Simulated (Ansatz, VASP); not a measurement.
## Al34Ga20O81 (amorphous 37Ga2O3-63Al2O3 (mol %)) in two plane-wave programs

Wanted: the spread between two codes on one cell, functional and k mesh. Of the first pair: The structure shown is the start of the Ansatz relaxation below; VASP solves that cell, so the two are compared at the walk's first step.

Program: Ansatz 0.2.0. Level of theory: plane waves, with VASP 6.6.1 beside it; single point at PBE. Results are calculated unless marked as measured.

### 1. Starting point

The cell holds 135 atoms: 20 Ga, 34 Al and 81 O. Its edges and angles: a = 11.052 Å, b = 11.052 Å, c = 11.052 Å, α = 90.0°, β = 90.0°, γ = 90.0°. As first built, before any earlier steps moved the atoms (in the runner's words): 135 atoms (20 Fe, 34 Al, 81 O) placed at random at 3.55 g/cm^3, melted at 5000 K for 10 ps at fixed volume with the Morse and Coulomb pair potential with partial charges (Pedone, Malavasi, Menziani, Cormack and Segre, J. Phys. Chem. B 110, 11780 (2006)). Quenched from 5000 K to 300 K at 50 K/ps and fixed volume, held 10 ps at zero pressure, then minimised at fixed cell. Then Fe was replaced by Ga and the cell scaled by 1.006 (the potential has no terms for the new elements, so the cell is a start for a DFT relaxation).

### 2. Ansatz: relaxation, PBE

Ansatz runs on its PAW soft_1 files.

The two programs are compared at the cell with which this relaxation starts, whose forces are those of its first step.

File input.yaml:

```yaml
crystal:
  lattice:
    - [11.05227, 0.0, 0.0]
    - [0.0, 11.05227, 0.0]
    - [0.0, 0.0, 11.05227]
  atoms:
    - { symbol: Ga, position: [0.68658, 0.85172, 0.46134] }
    - { symbol: Ga, position: [0.24557, 0.61432, 0.36859] }
    - { symbol: Ga, position: [0.29665, 0.25732, 0.38415] }
    - { symbol: Ga, position: [0.57792, 0.58848, 0.82249] }
    - { symbol: Ga, position: [0.08119, 0.40907, 0.68863] }
    - { symbol: Ga, position: [0.83518, 0.42967, 0.84084] }
    - { symbol: Ga, position: [0.2442, 0.77183, 0.15469] }
    - { symbol: Ga, position: [0.53756, 0.87658, 0.74113] }
    - { symbol: Ga, position: [0.7359, 0.53172, 0.31586] }
    - { symbol: Ga, position: [0.44797, 0.57124, 0.083] }
    - { symbol: Ga, position: [0.17653, 0.47641, 0.16834] }
    - { symbol: Ga, position: [0.38149, 0.77871, 0.51533] }
    - { symbol: Ga, position: [0.382, 0.52714, 0.6336] }
    - { symbol: Ga, position: [0.89557, 0.1312, 0.00293] }
    - { symbol: Ga, position: [0.4677, 0.8548, 0.01685] }
    - { symbol: Ga, position: [0.95944, 0.64707, 0.20402] }
    - { symbol: Ga, position: [0.85359, 0.72398, 0.73766] }
    - { symbol: Ga, position: [0.72509, 0.93239, 0.9376] }
    - { symbol: Ga, position: [0.29928, 0.42418, 0.88513] }
    - { symbol: Ga, position: [0.34666, 0.23388, 0.11563] }
    - { symbol: Al, position: [0.96343, 0.81874, 0.00517] }
    - { symbol: Al, position: [0.15094, 0.88551, 0.45808] }
    - { symbol: Al, position: [0.87338, 0.38627, 0.13544] }
    - { symbol: Al, position: [0.07366, 0.58911, 0.91626] }
    - { symbol: Al, position: [0.32679, 0.71743, 0.85477] }
    - { symbol: Al, position: [0.41281, 0.27811, 0.60683] }
    - { symbol: Al, position: [0.20939, 0.98884, 0.00764] }
    - { symbol: Al, position: [0.76609, 0.00699, 0.66264] }
    - { symbol: Al, position: [0.02723, 0.94447, 0.20738] }
    - { symbol: Al, position: [0.65074, 0.61599, 0.54005] }
[... 99 atom lines left out ...]
    - { symbol: O, position: [0.96897, 0.65844, 0.01055] }
    - { symbol: O, position: [0.30752, 0.89751, 0.87301] }
    - { symbol: O, position: [0.80453, 0.37111, 0.28104] }
    - { symbol: O, position: [0.1832, 0.28204, 0.51284] }
    - { symbol: O, position: [0.89661, 0.61697, 0.36974] }
    - { symbol: O, position: [0.57173, 0.27119, 0.62075] }
kpoints:
  mp_grid: { grid: [1, 1, 1] }
hamiltonian:
  xc: pbe
  pseudopotentials: { kind: paw, azcp: { folder: soft_1 } }
scf:
  occupations: { method: fixed }
output:
  forces: true
relax:
  f_tol: 0.05
  max_steps: 150
  cell: {}
```

Command:

```bash
$ ansatz run input.yaml --threads 4 --pin off --max-ram 8192MiB --backend cpu --events-out ev --progress --plain --runs-dir out
```

Numbers of over 12 decimals in the logs are rounded to 6 here.

Output:

```text
Engine: ansatz 0.2.0, aarch64-unknown-linux-gnu
Pseudopotentials: kind: paw
Pseudopotential: Ga, paw, valence charge 13, recommended cutoff 420 eV (normal), soft_1/Ga.paw.azcp
Pseudopotential: Al, paw, valence charge 3, recommended cutoff 420 eV (normal), soft_1/Al.paw.azcp
Pseudopotential: O, paw, valence charge 6, recommended cutoff 420 eV (normal), soft_1/O.paw.azcp
Functional definition: PBE
  parameter kappa = 0.804
  parameter beta = 0.066725
  exchange = pbe_x(kappa = kappa, mu = beta*pi^2/3)
  correlation = pbe_c(beta = beta)
Crystal: 135 atoms, lattice volume = 1350.064 Å³
Basis set: ecut = 420 eV, 26529 PW (Γ), exchange–correlation on 150×150×150 points (8 copies of the dense FFT grid, shifted against one another)
Bands: 559, of which v1, the nominal top of the filled ones, is band 424 counted from 1 (423 counted from 0)
Symmetry: 1 space group operations
Space group: P1 (ITA 1), of the structure as read, at distance tolerance 1.1e-4 Å
k-points: 1
Non-local potential: Ga, projectors of the file, l = 0: 2, l = 1: 2, l = 2: 3, l = 3: 1
Non-local potential: Al, projectors of the file, l = 0: 2, l = 1: 2, l = 2: 1
Non-local potential: O, projectors of the file, l = 0: 2, l = 1: 2, l = 2: 1
PAW form: soft (Blöchl's): semilocal exchange-correlation on the pseudo side does not see the compensation charge
PAW one-centre angular grid: Ga, 590 points (default); XC on 64 Gauss nodes
PAW one-centre angular grid: Al, 110 points (default); XC on 64 Gauss nodes
PAW one-centre angular grid: O, 110 points (default); XC on 64 Gauss nodes
Initial density: superposition of atomic densities (chi_scale 0.1, normalization cell, long waves 31 % of neutral atoms (reshape's long-wave potential 1.31 eV rms, cloud 1.88 Å wide))
Initial wavefunctions: pseudopotential atomic-orbital guess
Functional: x = pbe(κ = 0.804, μ = 0.219515), c = pbe(β = 0.066725)
SCF iter   1: F=—  HF=-140071.140242 eV  |F-HF|=—  |Δ(HF+E_count)|=         —  Δρ=1.31e-1  dr2=1.74e2  ethr=3.10e-3  ⟨swp⟩=4.0  Hψ=1573  notcnv=0  defer=129
preconditioner: auto → Resta (q_TF=auto, 2.525 Å⁻¹)  ε∞=3.5  [insulator: Δε(μ)=2.585 eV  Ē_g=18.469 eV  n_scr=364 (ndim 8)  ℏωp=29.4 eV  f_vac=0.001  ε∞_Penn≈3.5]
SCF iter   2: F=—  HF=-140022.950453 eV  |F-HF|=—  |Δ(HF+E_count)|=    4.82e1  Δρ=5.18e-2  dr2=2.34e1  ethr=3.10e-3  ⟨swp⟩=3.0  Hψ=999  notcnv=0  defer=132
SCF iter   3: F=—  HF=-140015.394679 eV  |F-HF|=—  |Δ(HF+E_count)|=    7.56e0  Δρ=1.96e-2  dr2=4.60e0  ethr=2.76e-3  ⟨swp⟩=4.0  Hψ=784  notcnv=0  defer=129
automatic band count: iteration 3 solves 558 bands in place of 559: the levels show a gap, and the empty bands left out lie too high to hold charge; the band table lists the bands solved (type scf.n_extra_bands for more)
SCF iter   4: F=—  HF=-140014.547142 eV  |F-HF|=—  |Δ(HF+E_count)|=   8.48e-1  Δρ=5.15e-3  dr2=2.29e-1  ethr=5.43e-4  ⟨swp⟩=2.0  Hψ=915  notcnv=0  defer=130
SCF iter   5: F=—  HF=-140014.699381 eV  |F-HF|=—  |Δ(HF+E_count)|=   1.52e-1  Δρ=3.95e-3  dr2=1.60e-1  ethr=2.70e-5  ⟨swp⟩=3.0  Hψ=857  notcnv=0  defer=132
SCF iter   6: F=—  HF=-140014.680059 eV  |F-HF|=—  |Δ(HF+E_count)|=   1.93e-2  Δρ=6.17e-4  dr2=4.68e-3  ethr=1.89e-5  ⟨swp⟩=2.0  Hψ=842  notcnv=0  defer=132
SCF iter   7: F=—  HF=-140014.682733 eV  |F-HF|=—  |Δ(HF+E_count)|=   2.67e-3  Δρ=4.37e-4  dr2=2.16e-3  ethr=5.51e-7  ⟨swp⟩=2.0  Hψ=856  notcnv=0  defer=132
SCF iter   8: F=—  HF=-140014.683048 eV  |F-HF|=—  |Δ(HF+E_count)|=   3.15e-4  Δρ=1.07e-4  dr2=1.72e-4  ethr=2.55e-7  ⟨swp⟩=2.0  Hψ=853  notcnv=0  defer=130
SCF iter   9: F=—  HF=-140014.683206 eV  |F-HF|=—  |Δ(HF+E_count)|=   1.58e-4  Δρ=7.90e-5  dr2=6.78e-5  ethr=2.03e-8  ⟨swp⟩=2.0  Hψ=850  notcnv=0  defer=128
SCF iter  10: F=—  HF=-140014.681646 eV  |F-HF|=—  |Δ(HF+E_count)|=   1.56e-3  Δρ=2.76e-5  dr2=8.72e-6  ethr=7.99e-9  ⟨swp⟩=2.0  Hψ=982  notcnv=0  defer=128
SCF iter  11: F=—  HF=-140014.681651 eV  |F-HF|=—  |Δ(HF+E_count)|=   4.88e-6  Δρ=9.71e-6  dr2=1.24e-6  ethr=1.03e-9  ⟨swp⟩=2.0  Hψ=796  notcnv=0  defer=128
SCF iter  12: F=—  HF=-140014.681652 eV  |F-HF|=—  |Δ(HF+E_count)|=   1.14e-6  Δρ=5.38e-6  dr2=3.49e-7  ethr=1.46e-10  ⟨swp⟩=2.0  Hψ=854  notcnv=0  defer=128
SCF iter  13: F=-140014.681652 eV  HF=-140014.681652 eV  |F-HF|=1.04e-8  |Δ(HF+E_count)|=   1.11e-7  Δρ=1.80e-6  dr2=3.94e-8  ethr=1.18e-11  ⟨swp⟩=4.0  Hψ=1698  notcnv=0
SCF 1 converged in 13 iterations: F = -140014.681652 eV  dr2 = 3.94e-8
  greatest PAW one-centre occupation: 0.998 electrons in one spin orbital (limit 2), on the Ga atom at site 19 (counted from 0), in its partial waves of l = 2
relax step   1: F+E_penalty+E_count = -140014.68165188 eV  Δ(F+E_penalty+E_count) = +0.000e0 eV  max|allowed force component| = 2.022e0 eV/Å  Δτ_max = 0.0000 Å  P = +7.364 GPa  Ω = 1350.064 Å³  (13 SCF iters, dr2 threshold 1.00e-7 eV, accepted)
Crystal: 135 atoms, lattice volume = 1376.494 Å³
[...]
- { symbol: Al, position: [0.012205, 0.949680, 0.239512] }
    - { symbol: Al, position: [0.675580, 0.602249, 0.556485] }
    - { symbol: Al, position: [0.508430, 0.636126, 0.320185] }
    - { symbol: Al, position: [0.932999, 0.990662, 0.485404] }
    - { symbol: Al, position: [0.611957, 0.243927, 0.209252] }
    - { symbol: Al, position: [0.643498, 0.210947, 0.481933] }
    - { symbol: Al, position: [0.855754, 0.198170, 0.315359] }
    - { symbol: Al, position: [0.166461, 0.672128, 0.652313] }
    - { symbol: Al, position: [0.099913, 0.367816, 0.415932] }
    - { symbol: Al, position: [0.785632, 0.615354, -0.00413911] }
    - { symbol: Al, position: [0.900396, 0.192151, 0.733379] }
    - { symbol: Al, position: [0.549676, 0.131850, 0.974104] }
    - { symbol: Al, position: [0.934762, 0.702984, 0.499739] }
    - { symbol: Al, position: [0.464602, 0.410002, 0.342545] }
    - { symbol: Al, position: [0.149584, 0.157643, 0.590505] }
    - { symbol: Al, position: [0.276749, 0.962527, 0.734650] }
    - { symbol: Al, position: [0.313141, 0.943301, 0.289239] }
    - { symbol: Al, position: [0.590862, 0.392646, 0.967752] }
    - { symbol: Al, position: [0.610326, -0.00930089, 0.243541] }
    - { symbol: Al, position: [0.062160, 0.204701, 0.186884] }
    - { symbol: Al, position: [0.184986, 0.179718, 0.847667] }
    - { symbol: Al, position: [0.467814, 0.00748157, 0.507913] }
    - { symbol: Al, position: [0.024377, 0.946002, 0.761055] }
    - { symbol: Al, position: [0.689446, 0.769701, 0.163563] }
    - { symbol: Al, position: [0.645969, 0.271568, 0.757329] }
    - { symbol: Al, position: [0.853835, 0.370887, 0.537544] }
    - { symbol: O, position: [0.903984, 0.228145, 0.137188] }
    - { symbol: O, position: [1.002040, 0.485624, 0.813206] }
    - { symbol: O, position: [0.640824, 0.677367, 0.419696] }
    - { symbol: O, position: [0.753688, 0.481551, 0.504246] }
    - { symbol: O, position: [0.845036, 0.335243, 0.689663] }
    - { symbol: O, position: [0.070036, 0.059167, 0.132122] }
    - { symbol: O, position: [0.313237, 0.924251, 0.469843] }
    - { symbol: O, position: [0.327384, 0.723539, 0.671172] }
    - { symbol: O, position: [0.404874, 0.160969, 0.515191] }
    - { symbol: O, position: [0.098196, 0.040597, 0.871218] }
    - { symbol: O, position: [0.434397, 0.421926, 0.013756] }
    - { symbol: O, position: [0.364158, 0.312477, 0.268193] }
    - { symbol: O, position: [0.324407, 0.779601, 0.269875] }
    - { symbol: O, position: [0.569278, 0.279449, 0.359383] }
    - { symbol: O, position: [0.943552, 0.830578, 0.828130] }
    - { symbol: O, position: [0.178692, 0.722649, 0.487026] }
    - { symbol: O, position: [0.087305, 0.041998, 0.508363] }
    - { symbol: O, position: [0.145300, 0.890858, 0.669073] }
    - { symbol: O, position: [0.833242, 0.464950, -0.000714171] }
    - { symbol: O, position: [0.756998, 0.780339, 0.013775] }
    - { symbol: O, position: [0.536148, 0.857148, 0.531859] }
    - { symbol: O, position: [0.391250, 0.571248, 0.826226] }
    - { symbol: O, position: [0.918202, 0.045003, 0.331413] }
    - { symbol: O, position: [0.606920, 0.563428, 0.982380] }
[...]
- { symbol: O, position: [0.264934, 0.137485, 0.985266] }
    - { symbol: O, position: [0.702456, 0.125091, 0.258357] }
    - { symbol: O, position: [0.958745, 0.662265, -0.00569375] }
    - { symbol: O, position: [0.305397, 0.880837, 0.866796] }
    - { symbol: O, position: [0.803106, 0.366307, 0.286582] }
    - { symbol: O, position: [0.200454, 0.268436, 0.490563] }
    - { symbol: O, position: [0.903008, 0.621488, 0.368455] }
    - { symbol: O, position: [0.592031, 0.290199, 0.610140] }
```

### 3. VASP: single point, PBE, start cell, pair 1

The same cell, functional and mesh now go to VASP, with its own data sets.

Lines of VASP's logs that name or quote its potential files are left out, and so is its time.

File INCAR:

```
SYSTEM = Al34Ga20O81
PREC = Accurate
ENCUT = 520
EDIFF = 1E-06
NELM = 120
ISMEAR = 0
SIGMA = 0.01
LREAL = Auto
ALGO = Normal
GGA = PE
NBANDS = 518
LORBIT = 11
LWAVE = .FALSE.
LCHARG = .FALSE.
ISIF = 2
LASPH = .TRUE.
GGA_COMPAT = .FALSE.
EFERMI = MIDGAP
```

File POSCAR:

```
Al34Ga20O81
1.0
   11.0522700000      0.0000000000      0.0000000000
    0.0000000000     11.0522700000      0.0000000000
    0.0000000000      0.0000000000     11.0522700000
Ga Al O
20 34 81
Direct
    0.6865829373      0.8517164347      0.4613441402
    0.2455694622      0.6143172398      0.3685939631
    0.2966539905      0.2573227038      0.3841473290
    0.5779174776      0.5884763944      0.8224916691
    0.0811869417      0.4090743350      0.6886277661
    0.8351768460      0.4296673896      0.8408408408
    0.2442032270      0.7718323928      0.1546922035
    0.5375637765      0.8765801053      0.7411328171
    0.7359031222      0.5317188234      0.3158627142
    0.4479713217      0.5712401163      0.0829965247
    0.1765338704      0.4764089187      0.1683364594
    0.3814872420      0.7787088082      0.5153330492
    0.3820029731      0.5271405784      0.6335983468
    0.8955716789      0.1312038160      0.0029315245
    0.4676957765      0.8548017738      0.0168472178
    0.9594409112      0.6470706923      0.2040214363
    0.8535893531      0.7239779701      0.7376584177
    0.7250908637      0.9323876453      0.9375992443
    0.2992778859      0.4241843531      0.8851303850
    0.3466618170      0.2338795560      0.1156323543
    0.9634310418      0.8187367844      0.0051663595
    0.1509373188      0.8855103974      0.4580778428
    0.8733771433      0.3862735890      0.1354382403
    0.0736590764      0.5891097485      0.9162642606
    0.3267925955      0.7174272796      0.8547655821
    0.4128111239      0.2781057647      0.6068255662
    0.2093868499      0.9888375872      0.0076364403
    0.7660869667      0.0069940383      0.6626421541
    0.0272342243      0.9444666118      0.2073782128
    0.6507441458      0.6159911041      0.5400519531
[... 99 atom lines left out ...]
    0.9689683658      0.6584439215      0.0105498689
    0.3075205365      0.8975079328      0.8730061788
    0.8045315578      0.3711092834      0.2810372892
    0.1832021838      0.2820416077      0.5128358247
    0.8966121892      0.6169682789      0.3697430483
    0.5717287037      0.2711931576      0.6207503074
```

File KPOINTS:

```
Automatic mesh
0
Gamma
1 1 1
0 0 0
```

PAW data sets: Ga_d, Al and O (PBE family, release 64).

Command:

```bash
$ export OMP_NUM_THREADS=3
$ mpirun -np 1 vasp_gam
```

Output:

```text
[banner, memory and clock lines left out]
running    1 mpi-ranks, on    1 nodes
[...]
Offloading initialized ...    1 GPUs detected
[...]
LDA part: xc-table for (Slater+PW92), standard interpolation
 POSCAR, INCAR and KPOINTS ok, starting setup
[...]
entering main loop
       N       E                     dE             d eps       ncg     rms          rms(c)
DAV:   1     0.223992486545E+05    0.22399E+05   -0.31546E+05  1044   0.265E+03
DAV:   2     0.507919682669E+04   -0.17320E+05   -0.16284E+05  1036   0.820E+02
DAV:   3    -0.351562250292E+03   -0.54308E+04   -0.50353E+04  1452   0.345E+02
DAV:   4    -0.101441828396E+04   -0.66286E+03   -0.65242E+03  1488   0.131E+02
[...]
DAV:  17    -0.906000797977E+03   -0.16721E-04   -0.18679E-04  1224   0.368E-02    0.798E-03
DAV:  18    -0.906000797760E+03    0.21634E-06   -0.17677E-05  1256   0.279E-02    0.605E-03
DAV:  19    -0.906000797513E+03    0.24739E-06   -0.72010E-06  1032   0.134E-02
   1 F= -.90600080E+03 E0= -.90600080E+03  d E =0.000000E+00
```

OUTCAR, selected parts (step 3):

```text
  Total       49.4811125     80.6551193     64.1629934      4.0611535     -3.5596731    -10.5428192
  in kB       58.7212890     95.7167762     76.1448861      4.8195394     -4.2244117    -12.5116010
  external PRESSURE =      76.8609837 kB  Pullay stress =       0.0000000 kB

 POSITION                                       TOTAL-FORCE (eV/Angst)
 -----------------------------------------------------------------------------------
      7.58830      9.41340      5.09890        -0.486567     -0.003790     -0.403033
      2.71410      6.78960      4.07380         0.013804      0.535124      0.048257
      3.27870      2.84400      4.24570         0.604823     -1.194677     -0.203640
      6.38730      6.50400      9.09040        -0.628517      0.171677     -0.529281
      0.89730      4.52120      7.61090         0.260481      0.035568      0.513332
[...]
9.12170      5.09240      0.09410        -0.440540      0.341043     -1.443904
      8.22050      8.52620      0.04620         0.322069      0.476758      0.248852
      6.02130      9.12630      6.17910         0.454331      0.203344      0.171650
      4.33640      6.22200      9.25530         0.171512     -0.171913     -0.326762
     10.34430      0.49290      3.33990        -0.670874      0.808863     -0.704961
      6.57890      6.10570     11.00880         0.057436     -0.237880     -0.286581
      7.80580      9.71420      3.25790         0.448004      0.238680      0.780699
      6.11910      6.43950      7.20600        -1.420962     -0.670788      1.590022
[...]
-----------------------------------------------------------------------------------
    total drift:                               -0.000625     -0.018370     -0.011685

  FREE ENERGIE OF THE ION-ELECTRON SYSTEM (eV)
  ---------------------------------------------------
  free  energy   TOTEN  =      -906.0007975129 eV

  energy  without entropy=     -906.0007975129  energy(sigma->0) =     -906.00079751

[... 3 further parts left out ...]
[key lines of the parts left out:]
E-fermi :   6.2177
```

The run ends at a pressure of 7.69 GPa, with forces up to 2.3 eV/Å.

### 4. Side by side

Known differences besides the potentials themselves: fixed occupations in Ansatz, narrow Gaussian smearing in VASP; the cutoff is 420 eV in Ansatz and 520 eV in VASP (PREC = Accurate, projectors in real space). Total energies have different zeros and are not compared.

Forces on 10 of the 135 atoms, those with the largest forces and the largest differences (eV/Å; atoms numbered as in POSCAR):

```tsv
atom	Ansatz x, y, z	VASP x, y, z
Ga14	-1.555, -0.033, -0.942	-1.520, -0.038, -0.931
O63	-0.857, 0.281, -0.234	-0.841, 0.229, -0.229
O80	-1.431, -0.679, 1.618	-1.421, -0.671, 1.590
O83	-0.314, 0.745, -0.343	-0.333, 0.704, -0.368
O87	-1.457, -0.868, -0.554	-1.474, -0.875, -0.558
O99	1.385, 1.263, -0.592	1.371, 1.292, -0.617
O100	1.282, 1.462, -1.122	1.286, 1.440, -1.102
O105	-0.569, -0.224, 0.382	-0.524, -0.268, 0.373
O116	-0.219, 1.900, -0.274	-0.247, 1.884, -0.272
O134	-0.563, -0.982, -2.022	-0.570, -1.005, -2.013
```

The forces differ by 16 meV/Å r.m.s., which is 2.7 % of the r.m.s. force of 0.593 eV/Å (both taken over all components).

### 5. Ansatz: relaxation, PBE

This run makes the geometry at which the two programs are then compared. The cell compared in this pair holds 1439.61 Å³, against 1350.06 Å³ for the pair before.

The structure compared here is the end of the Ansatz relaxation.

input.yaml is that of step 2.

Command:

```bash
$ ansatz run input.yaml --threads 4 --pin off --max-ram 8192MiB --backend cpu --events-out ev --progress --plain --runs-dir out
```

Output:

```text
[...]
Crystal: 135 atoms, lattice volume = 1350.064 Å³
Basis set: ecut = 420 eV, 26529 PW (Γ), exchange–correlation on 150×150×150 points (8 copies of the dense FFT grid, shifted against one another)
Bands: 559, of which v1, the nominal top of the filled ones, is band 424 counted from 1 (423 counted from 0)
Symmetry: 1 space group operations
[...]
k-points: 1
[...]
- { symbol: O, position: [1.002040, 0.485624, 0.813206] }
    - { symbol: O, position: [0.640824, 0.677367, 0.419696] }
    - { symbol: O, position: [0.753688, 0.481551, 0.504246] }
    - { symbol: O, position: [0.845036, 0.335243, 0.689663] }
    - { symbol: O, position: [0.070036, 0.059167, 0.132122] }
    - { symbol: O, position: [0.313237, 0.924251, 0.469843] }
    - { symbol: O, position: [0.327384, 0.723539, 0.671172] }
[...]
- { symbol: O, position: [0.803106, 0.366307, 0.286582] }
    - { symbol: O, position: [0.200454, 0.268436, 0.490563] }
    - { symbol: O, position: [0.903008, 0.621488, 0.368455] }
    - { symbol: O, position: [0.592031, 0.290199, 0.610140] }
```

(Part 1 of 2 ends here.)

[Lines on the potential files, build, host, timing and source positions are cut from VASP's logs without a mark.]

[Logs are printed without paths, hosts, clocks, repeated set-up lines and the standing remarks that a program may print on its own settings, such as how far it seeks lower states.]

[Hosts, paths, dates, database ids (printed as entryN), source tags and the programs' standing remarks are cut or masked in the printed files.]
